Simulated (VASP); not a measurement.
Here is the system:

```xyz
2
Lattice="0.0000 2.2222 2.2222 2.2222 0.0000 2.2222 2.2222 2.2222 0.0000" Properties=species:S:1:pos:R:3 pbc="T T T"
B      0.0000     0.0000     0.0000
P      1.1111     1.1111     1.1111
```

All values below come from LDA (Ceperley-Alder, Perdew-Zunger), VASP's LDA PAW potentials (set 64) (plane waves; VASP). Numerical set-up: 520 eV cut-off, 10×10×10 Γ-centred mesh, Gaussian smearing of 0.050 eV, potentials B P.

The job: BP (zinc blende), 2 atoms, LDA, static run, 520 eV, 10×10×10 Γ-centred mesh. Roughly how much core time does it take on a busy server core?

About 6 core-seconds (one run on a shared machine, a rough figure). It had 47 irreducible k-points, 8 bands, up to 609 plane waves and 13 electronic steps.

The compound is BP in the zinc blende structure. This cell is one point of a volume scan, at 0.97 of the reference volume.
